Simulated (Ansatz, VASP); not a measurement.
Two plane-wave programs on CdSiN2

The input INCAR:

```
SYSTEM = CdSiN2
PREC = Accurate
ENCUT = 520
EDIFF = 1E-6
ISMEAR = 0
SIGMA = 0.01
LREAL = .False.
LASPH = .True.
NELM = 80
ALGO = Normal
ISIF = 2
LWAVE = .False.
LCHARG = .False.
GGA = PE
NBANDS = 21
```

KPOINTS

```
Automatic mesh
0
Gamma
  6 6 4
  0 0 0
```

The input POSCAR:

```
CdSiN2
1.0
    3.0339884469      0.0000000000      0.0000000000
    0.0000000000      3.0339884469      0.0000000000
    0.0000000000      0.0000000000      5.1102333306
Cd N Si
1 2 1
Direct
    0.0000000000      0.0000000000      0.0000000000
    0.0000000000      0.5000000000      0.3197391371
    0.5000000000      0.0000000000      0.6802608629
    0.5000000000      0.5000000000      0.5000000000
```

Input for Ansatz:

```yaml
crystal:
  lattice:
    - [3.0339884469, 0.0, 0.0]
    - [0.0, 3.0339884469, 0.0]
    - [0.0, 0.0, 5.1102333306]
  atoms:
    - { symbol: Cd, position: [0.0, 0.0, 0.0] }
    - { symbol: "N", position: [0.0, 0.5, 0.3197391371] }
    - { symbol: Si, position: [0.5, 0.5, 0.5] }
    - { symbol: "N", position: [0.5, 0.0, 0.6802608629] }
kpoints:
  mp_grid: { grid: [6, 6, 4] }
hamiltonian:
  xc: pbe
scf:
  occupations: { method: fixed }
output:
  optics:
    e_range: [0, 12]
    de: 0.05
    sigma: 0.1
    bands: { spectra_wanted_up_to: 12 }
    scissors: 1.231
```

Alike in both runs: task single point; functional PBE; k mesh 6 × 6 × 4; no spin polarisation.

```csv
,VASP,Ansatz
version,VASP 6.6.1,Ansatz 0.2.0
potentials or method,"VASP PAW PBE potentials, release 64 (Cd, N, Si)","plane waves, PAW"
plane-wave cutoff (eV),520,420
occupations,"gaussian, width 0.01 eV",fixed
valence electrons in the cell,26,34
```

VASP gave:

```
gap on the k mesh at the Fermi level (eV) : 1.18
```

**Question.** What did Ansatz give for the same quantities?

**Answer.** gap on the k mesh at the Fermi level (eV): 1.16.

The two sets of potentials don't hold the same shells in valence.

A k mesh can miss the band edges. A hybrid or GW would open this gap; PBE tends to underestimate it.
